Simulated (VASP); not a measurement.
Method: HSE06 screened hybrid, VASP's PBE PAW potentials (set 64) (plane waves; VASP).

A VASP calculation is set up with these files.

File KPOINTS:
```
Regular mesh
0
Gamma
 1 1 1
```

File POSCAR:
```
C32GeSi31
1
    8.7583314356     0.0000000000     0.0000000000
    0.0000000000     8.7583314356     0.0000000000
    0.0000000000     0.0000000000     8.7583314356
Si C Ge
31 32 1
Direct
  0.5001263172   0.0000879401   0.0005243816
  0.7502705498   0.2496912076   0.0003441378
  0.7502087392   0.9999456410   0.2502414931
  0.0000974261   0.9999609973   0.0002837715
  0.2500700976   0.2498608436   0.0008191105
  0.5001638648   0.4997558673   0.0007432323
  0.7503605749   0.7500621441   0.0007009281
  0.2498876740   0.0001840623   0.2502705348
  0.5004855429   0.2485395415   0.2494275070
  0.7514406370   0.4993212672   0.2492551468
  0.5002509056   0.9998316146   0.5004453745
  0.7516866630   0.2485999802   0.5002116670
  0.7504310177   0.9998731124   0.7505137514
  0.9999224377   0.4999683372   0.0004711380
  0.2496248490   0.7502149725   0.0001894313
  0.0003423627   0.2499208627   0.2502716965
  0.2485597191   0.5005864742   0.2490212909
  0.4995958450   0.7513657281   0.2487011578
  0.9999988656   0.9999144961   0.5002795777
  0.2485269732   0.2484653157   0.5010226358
  0.7512507347   0.7512365768   0.5007765726
  0.2499320343   0.9998155823   0.7505526879
  0.4997485247   0.2483105554   0.7518968565
  0.7514278795   0.5003705997   0.7519503247
  0.9996965886   0.7502094163   0.2503610489
  0.0002784874   0.5000684215   0.5005500131
  0.2488526888   0.7515429153   0.4999484548
  0.0000247452   0.2498850941   0.7507247191
  0.2488002508   0.4994583165   0.7521006661
  0.5004683317   0.7513997093   0.7522528630
  0.0003202021   0.7499919994   0.7502475566
  0.6252766905   0.1243606637   0.1249242240
  0.8757706890   0.3746282280   0.1248026116
  0.8758686157   0.1243998559   0.3751412295
  0.1251275390   0.1250261852   0.1254766731
  0.3750017223   0.3748648997   0.1259484353
  0.6253496875   0.6248550509   0.1256355692
  0.8750436410   0.8750783947   0.1254774823
  0.3749249363   0.1249429863   0.3756427366
  0.6304504546   0.3695269658   0.3704586081
  0.8749043948   0.6249141574   0.3755132576
  0.6254663830   0.1248767868   0.6255954844
  0.8751696824   0.3750385771   0.6257374523
  0.8750863983   0.1249485666   0.8753120239
  0.1240301512   0.6253564762   0.1247498477
  0.3746333418   0.8757704658   0.1245411806
  0.1252830431   0.3749872643   0.3754238163
  0.3696595917   0.6304910355   0.3698815547
  0.6251222370   0.8747309232   0.3750816050
  0.1241621569   0.1241331558   0.6257402611
  0.3695254732   0.3692826184   0.6311106151
  0.6302902768   0.6304259355   0.6310885801
  0.8758092947   0.8754327213   0.6254015232
  0.3748030289   0.1242520859   0.8762537404
  0.6251961900   0.3746866076   0.8754220430
  0.8758571069   0.6252555265   0.8760141494
  0.1243470397   0.8756976091   0.3751361803
  0.1256009222   0.6250311937   0.6255298727
  0.3751561577   0.8748597856   0.6257080829
  0.1244647037   0.3747487280   0.8764568851
  0.3749947456   0.6249478685   0.8757584241
  0.6255304922   0.8757040095   0.8764064181
  0.1249671126   0.8749035774   0.8751091215
  0.4997605698   0.5000885012   0.5006105831
```

INCAR:
```
# general
SYSTEM   = C32GeSi31
PREC     = Normal
ENCUT    = 400
LREAL    = Auto
LASPH    = .True.
ISYM     = 0

# electronic loop
EDIFF    = 1E-5
NELM     = 50
NELMIN   = 4
ALGO     = Normal
LMAXMIX  = 4

# smearing
ISMEAR   = 0
SIGMA    = 0.05

# functional
GGA      = PE
LHFCALC  = .True.
AEXX     = 0.25
HFSCREEN = 0.2
PRECFOCK = Fast

# ions
ISIF     = 0

# output
LWAVE    = .False.
LCHARG   = .False.
```

POTCAR, in this order: Si C Ge (PBE.64 set). Program: vasp_gam. Read from the step before: WAVECAR.

The supercell is sampled at Γ alone, which is coarse: total energies, pressure and levels can be off, energies of defects by several tenths of an eV.

Q: Estimate the energy per atom (σ→0).

A: 
energy per atom (σ→0): -8.649 eV/atom

### OSZICAR
```
...
DAV:   4    -0.553513018485E+03    0.60400E-02   -0.29714E-03   372   0.116E-01    0.362E+00
DAV:   5    -0.553511107904E+03    0.19106E-02   -0.99457E-04   364   0.665E-02    0.206E+00
DAV:   6    -0.553510497579E+03    0.61032E-03   -0.25905E-04   356   0.367E-02    0.117E+00
DAV:   7    -0.553510295780E+03    0.20180E-03   -0.74794E-05   348   0.216E-02    0.664E-01
DAV:   8    -0.553510233278E+03    0.62501E-04   -0.20744E-05   211   0.125E-02    0.384E-01
DAV:   9    -0.553510215971E+03    0.17308E-04   -0.98353E-06   217   0.920E-03    0.217E-01
DAV:  10    -0.553510211822E+03    0.41489E-05   -0.25108E-06   209   0.465E-03
   1 F= -.55351021E+03 E0= -.55351021E+03  d E =-.353586E-15
```

The cell is a supercell with a defect, built from SiC (zinc blende): Ge_Si. The cell's shape comes from a PBE relaxation. The run is not spin-polarised, so no state with unpaired spins was tried.
